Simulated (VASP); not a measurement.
A convergence study with VASP on ZnSe (zinc blende): one setting is varied, all else stays as given below, so the limit is that of these other settings.

```
CELL_PARAMETERS angstrom
      0.00000     2.83500     2.83500
      2.83500     0.00000     2.83500
      2.83500     2.83500     0.00000
ATOMIC_POSITIONS crystal
  Zn 0.00000 0.00000 0.00000
  Se 0.25000 0.25000 0.25000
```

Calculation: PBE GGA, VASP's PBE PAW potentials (set 64) (plane waves; VASP). The tightest run used: 550 eV cut-off, 17×17×17 Γ-centred mesh, tetrahedra with Blöchl corrections, potentials Zn Se.

Gaps are read on the run's mesh, which can miss a band edge.

Q: The settings run are 3×3×3 mesh; 4×4×4 mesh; 5×5×5 mesh; 6×6×6 mesh; 7×7×7 mesh; 8×8×8 mesh; 9×9×9 mesh; 10×10×10 mesh; 11×11×11 mesh; 12×12×12 mesh; 13×13×13 mesh; 14×14×14 mesh; 15×15×15 mesh; 16×16×16 mesh; 17×17×17 mesh. From which on does the stress (every component) stay within 0.2 GPa of the tightest run?

A: From 5×5×5 mesh on: it is off by 0.09 there and by no more than 0.2 in any finer run, while 4×4×4 mesh is off by 0.34.
| setting | E (eV/atom) | pressure (GPa) | gap on the mesh (eV) | irreducible k-points | difference judged (GPa) |
|---|---|---|---|---|---|
| 3×3×3 mesh | -2.8702 | 3.59 | 1.247 | 4 | 1.32 |
| 4×4×4 mesh | -2.9770 | 2.60 | 1.272 | 8 | 0.34 |
| 5×5×5 mesh | -3.0013 | 2.35 | 1.281 | 10 | 0.09 |
| 6×6×6 mesh | -3.0078 | 2.29 | 1.284 | 16 | 0.02 |
| 7×7×7 mesh | -3.0098 | 2.27 | 1.285 | 20 | 0.01 |
| 8×8×8 mesh | -3.0104 | 2.27 | 1.285 | 29 | 0.00 |
| 9×9×9 mesh | -3.0107 | 2.27 | 1.285 | 35 | 0.00 |
| 10×10×10 mesh | -3.0107 | 2.27 | 1.285 | 47 | 0.00 |
| 11×11×11 mesh | -3.0108 | 2.26 | 1.286 | 56 | 0.00 |
| 12×12×12 mesh | -3.0108 | 2.26 | 1.285 | 72 | 0.00 |
| 13×13×13 mesh | -3.0108 | 2.27 | 1.285 | 84 | 0.00 |
| 14×14×14 mesh | -3.0108 | 2.26 | 1.286 | 104 | 0.00 |
| 15×15×15 mesh | -3.0108 | 2.27 | 1.286 | 120 | 0.00 |
| 16×16×16 mesh | -3.0108 | 2.26 | 1.286 | 145 | 0.00 |
| 17×17×17 mesh | -3.0108 | 2.27 | 1.286 | 165 | 0.00 |

Left out are rungs that failed or repeat a setting and relaxations that didn't move; long series are thinned to 24 rows.

The compound is ZnSe in the zinc blende structure. The cell was not relaxed at this level.
